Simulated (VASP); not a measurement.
Cost and result of VASP (PAW) for the bulk modulus of Sc (hcp). Static lattice, third-order Birch-Murnaghan fit over five volumes. The cost counts the five points of the equation of state, each on the mesh and cut-off of its row, so the ratios hold those differences too. With PBE it took about 4 core-minutes. Times come from single runs on busy shared machines, so they are rough: good to a factor of about 2.

```csv
level,k-mesh,cut-off (eV),bulk modulus (GPa),cost over PBE
LDA,13×13×7,520,…,within a factor of 2
PBE,13×13×7,520,54.4,reference
PBEsol,13×13×7,520,57.9,within a factor of 2
r2SCAN,13×13×7,520,…,…
```

### Question
What belongs in the gaps?

### Answer

- LDA, bulk modulus (GPa): 62.4
- r2SCAN, bulk modulus (GPa): 54.8
- r2SCAN, cost over PBE: about 9 times

Left out are levels that failed, ran on another kind of processor or have no fit band path; at most nine are shown.

The compound is Sc in the hcp structure.
